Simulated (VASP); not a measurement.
Energy against volume of ZnF2 (rutile). Calculation: optB86b-vdW, VASP's PBE PAW potentials (set 64) (plane waves; VASP 6.6.1). Settings: 520 eV cut-off, 5×5×7 Γ-centred mesh, Gaussian smearing of 0.050 eV, potentials Zn F.

Shape and ions are relaxed at each volume.

```json
[
 {"V (Å³/atom)": "11.131", "E (eV/atom)": "-1.60324"},
 {"V (Å³/atom)": "11.486", "E (eV/atom)": "-1.61676"},
 {"V (Å³/atom)": "11.841", "E (eV/atom)": "-1.62167"},
 {"V (Å³/atom)": "12.197", "E (eV/atom)": "-1.61937"}
]
```

Problem. Fit these four points and predict the energy of the run at 12.552 Å³/atom.

Solution. A cubic in V^(−2/3), the third-order Birch-Murnaghan form, passes through the four points with V0 = 11.90 Å³/atom and B0 = 106 GPa, and gives -1.6111 eV/atom there. The run gave -1.6111 eV/atom, -0.1 meV/atom from the fit; all five points give B0 = 105 GPa.

The compound is ZnF2 in the rutile structure. It was relaxed first.
